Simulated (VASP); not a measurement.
# AlCl (Fm-3m) in VASP: settings compared, part 2 of 2

VASP 6.6.1. Earlier steps stand in the parts before.

### 3 Single point, HSE(alpha, omega)

POSCAR reads:

```
AlCl
1.0
    0.0000000000      2.8486347600      2.8486347600
    2.8486347600      0.0000000000      2.8486347600
    2.8486347600      2.8486347600      0.0000000000
Al Cl
1 1
Direct
    0.5000000000      0.5000000000      0.5000000000
    0.0000000000      0.0000000000      0.0000000000
```

INCAR.step1 reads:

```
SYSTEM = AlCl
  PREC = Accurate
  ENCUT = 520
  EDIFF = 1E-5
  ISMEAR = -5
  SIGMA = 0.02
  LREAL = .FALSE.
  LASPH = .TRUE.
  NELM = 100
  ALGO = Normal
  ISIF = 2
  LWAVE = .TRUE.
  LCHARG = .FALSE.
  NBANDS = 12
  NELECT = 11.0
  GGA = PE
```

INCAR.step2 reads:

```
SYSTEM = AlCl
  PREC = Accurate
  ENCUT = 520
  EDIFF = 1E-6
  ISMEAR = -5
  SIGMA = 0.02
  LREAL = .FALSE.
  LASPH = .TRUE.
  NELM = 100
  ALGO = Normal
  ISIF = 2
  LWAVE = .FALSE.
  LCHARG = .FALSE.
  GGA = PE
  LHFCALC = .TRUE.
  HFSCREEN = 0.2
  AEXX = 0.05
  PRECFOCK = Fast
  NBANDS = 12
  NELECT = 11.0
  ISTART = 1
```

KPOINTS reads:

```
Automatic mesh
0
G
  4 4 4
  0 0 0
```

Potentials or basis: VASP PAW PBE potentials, release 64 (Al, Cl).

Launch:

```console
> cat potpaw_PBE.64/Al/POTCAR potpaw_PBE.64/Cl/POTCAR > POTCAR
> cp INCAR.step1 INCAR
> mpirun -np 1 vasp_std > vasp.out
> cp INCAR.step2 INCAR
> mpirun -np 1 vasp_std > vasp.out
```

It took 39 s on 1 thread of Intel Xeon Platinum 8559C (Emerald Rapids), shared host; peak memory 0.25 GiB.

The run converged, but some of its settings lie outside the range that counts as converged, so its numbers aren't taken as properties of the crystal.

Results:

| Item | Value |
| --- | --- |
| Free energy | -0.0228 eV |
| Band gap on the k mesh | none (metal or under the smearing width) |

Caveat: the k mesh is coarse (spacing up to 0.48 Å⁻¹), so the values aren't converged, least of all with exact exchange; the cell is charged against a uniform background, so pressure and absolute levels hang on convention; a pressure of tens of GPa on the cell as given is suspect, and the run, the potentials or the cell itself is likely at fault; the PAW data sets were made with another functional, which shifts forces and pressure a little; an odd number of electrons without spin polarisation forces a metal; a magnetic or distorted state may lie lower; tetrahedron occupations give inexact forces and stress in metals.

### 4 Relaxation of cell and atoms, PBE

INCAR reads:

```
SYSTEM = AlCl
  PREC = Accurate
  ENCUT = 600
  EDIFF = 1E-7
  ISMEAR = -1
  SIGMA = 0.05
  LREAL = .False.
  LASPH = .True.
  NELM = 80
  ALGO = Fast
  ISIF = 3
  LWAVE = .False.
  LCHARG = .False.
  GGA = PE
  IBRION = 2
  NSW = 60
  EDIFFG = -0.02
```

KPOINTS reads:

```
regular mesh
0
Gamma
  8 8 8
  0 0 0
```

POSCAR is that of step 3.

Potentials or basis: VASP PAW PBE potentials, release 64 (Al, Cl).

Launch:

```console
> cat potpaw_PBE.64/Al/POTCAR potpaw_PBE.64/Cl/POTCAR > POTCAR
> mpirun -np 1 vasp_std > vasp.out
```

OUTCAR:

```text
SYSTEM = AlCl
   PREC = Accurate
   ENCUT = 600
   EDIFF = 1E-7
   ISMEAR = -1
   LREAL = .False.
   LASPH = .True.
   NELM = 80
   ISIF = 3
   GGA = PE
   IBRION = 2
   NSW = 60
   EDIFFG = -0.02

 ion  position               nearest neighbor table
   1  0.500  0.500  0.500-   2 2.85   2 2.85   2 2.85   2 2.85   2 2.85   2 2.85
   2  0.000  0.000  0.000-   1 2.85   1 2.85   1 2.85   1 2.85   1 2.85   1 2.85

  LATTYP: Found a face centered cubic cell.
 ALAT       =     5.6972695200

  Lattice vectors:

 A1 = (   0.0000000000,   2.8486347600,   2.8486347600)
 A2 = (   2.8486347600,   0.0000000000,   2.8486347600)
 A3 = (   2.8486347600,   2.8486347600,   0.0000000000)

Analysis of symmetry for initial positions (statically):
=====================================================================
 Subroutine PRICEL returns:
 Original cell was already a primitive cell.

[... 301 lines left out ...]
      1     -12.9779      2.00000
      2      -0.8736      2.00000
      3      -0.7831      2.00000
      4      -0.7831      2.00000
      5      -0.7831      2.00000
      6       7.8230      0.00000
      7       7.8230      0.00000
      8       7.8230      0.00000
      9       9.0030      0.00000
[... 265 lines left out ...]
 k-point    24 :      -0.3750    0.2500    0.1250
  band No.  band energies     occupation
      1     -12.7334      2.00000
      2      -2.9193      2.00000
      3      -1.4629      2.00000
      4      -1.1176      2.00000
      5       1.9696      2.00000
      6       4.4516      0.00000
      7       6.0762      0.00000
      8       6.1595      0.00000
      9      10.3741      0.00000

 [... further k-points ...]

------------------------ aborting loop because EDIFF is reached ----------------------------------------

  FORCE on cell =-STRESS in cart. coord.  units (eV):
  Direction    XX          YY          ZZ          XY          YZ          ZX
  --------------------------------------------------------------------------------------
  -------------------------------------------------------------------------------------
  Total       -0.0083124     -0.0083124     -0.0083124      0.0000000      0.0000000      0.0000000
  in kB       -0.2354078     -0.2354078     -0.2354078      0.0000000      0.0000000      0.0000000
  external PRESSURE =      -0.2354078 kB  Pullay stress =       0.0000000 kB
[... 17 lines left out ...]
  FREE ENERGIE OF THE ION-ELECTRON SYSTEM (eV)
  ---------------------------------------------------
  free  energy   TOTEN  =        -6.0834811374 eV

  energy  without entropy=       -6.0834587233  energy(sigma->0) =       -6.08346993

 reached required accuracy - stopping structural energy minimisation
```

CONTCAR:

```text
AlCl
   1.00000000000000
     0.0000000000000000    3.0469274915921871    3.0469274915921871
     3.0469274915921871   -0.0000000000000000    3.0469274915921871
     3.0469274915921871    3.0469274915921871    0.0000000000000000
  Al              Cl
     1     1
Direct
     0.5000000000000000    0.5000000000000000    0.5000000000000000
     1.0000000000000000    1.0000000000000000    1.0000000000000000

  0.00000000E+00  0.00000000E+00  0.00000000E+00
  0.00000000E+00  0.00000000E+00  0.00000000E+00
```

It took 40 s on 1 thread of Intel Xeon Platinum 8488C (Sapphire Rapids), shared host; peak memory 0.17 GiB.

Results:

```
Free energy                            : -6.0835 eV
Relaxed volume                         : 28.29 Å³/atom
Relaxed cell                           : a = 4.309 Å, b = 4.309 Å, c = 4.309 Å, α = 60.00°, β = 60.00°, γ = 60.00°
Space group after relaxing (to 0.05 Å) : Fm-3m (No. 225)
Energy gained by relaxing              : 79.0 meV/atom
Ionic steps                            : 4
Pressure after relaxing                : 0.0 GPa
Band gap on the k mesh                 : 0.62 eV, direct
```

Step by step:
```csv
step,energy change (eV),largest force (eV/Å),pressure (GPa),volume (Å³)
1,0.0000,0.0000,5.73,46.23
2,-0.1316,0.0000,1.99,51.98
3,-0.1577,0.0000,0.26,55.92
4,-0.1581,0.0000,-0.02,56.57
```

Final structure:
```
Al Cl
1.0
     0.00000    3.04693    3.04693
     3.04693    0.00000    3.04693
     3.04693    3.04693    0.00000
Al Cl
1 1
Cartesian
  3.0469 3.0469 3.0469
  6.0939 6.0939 6.0939
```

Levels at points of the mesh, in eV from the valence-band top:
| k point | band 1 | band 2 | band 3 | band 4 | band 5 | band 6 | band 7 | band 8 | band 9 |
| --- | --- | --- | --- | --- | --- | --- | --- | --- | --- |
| (0.00, 0.00, 0.00) | -15.86 | -3.76 | -3.67 | -3.67 | -3.67 | 4.94 | 4.94 | 4.94 | 6.12 |
| (0.50, 0.00, 0.00) | -15.65 | -6.16 | -3.77 | -3.77 | 0.00 | 0.62 | 2.76 | 2.76 | 7.33 |
| (0.50, 0.50, 0.00) | -15.59 | -5.24 | -4.27 | -4.27 | -3.00 | 3.67 | 3.67 | 4.57 | 4.57 |

Caveat: the volume moved by over 15 % at a fixed basis, so the end points are rough.
